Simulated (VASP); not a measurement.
Input:

```
CELL_PARAMETERS angstrom
      4.26590    -0.61116     0.00000
     -0.61116     4.26590     0.00000
      0.00000     0.00000     4.74885
ATOMIC_POSITIONS crystal
  Si 0.00000 0.00000 0.90994
  Si 0.25000 0.25000 0.34006
  Si 0.50000 0.50000 0.90994
  Si 0.75000 0.75000 0.34006
  C  0.50000 0.00000 0.53408
  C  0.75000 0.25000 0.71592
  C  0.00000 0.50000 0.53408
  C  0.25000 0.75000 0.71592
```

Computed with PBEsol GGA, VASP's PBE PAW potentials (set 64) (plane waves; VASP 6.6.1). Numerical set-up: 520 eV cut-off, 8×8×7 Γ-centred mesh, tetrahedra with Blöchl corrections, potentials Si C.

The cores are frozen, which limits the accuracy of field gradients.

**Question.** Give the principal components of the electric field gradient (V/Å²) and the asymmetry η at each nucleus.

**Answer.** 
```
atom   Vxx  Vyy    Vzz     η
----  ----  ---  -----  ----
Si1   11.2  9.8  -21.0  0.07
Si2   11.2  9.8  -21.0  0.07
Si3   11.2  9.8  -21.0  0.07
Si4   11.2  9.8  -21.0  0.07
C5     1.9  0.0   -1.9  0.99
C6     1.9  0.0   -1.9  0.99
C7     1.9  0.0   -1.9  0.99
C8     1.9  0.0   -1.9  0.99
```

The structure was generated: C4Si4 was put into an ordered model structure (Pmma), which need not be its known phase. It was relaxed first, which changed the volume by -7 %.
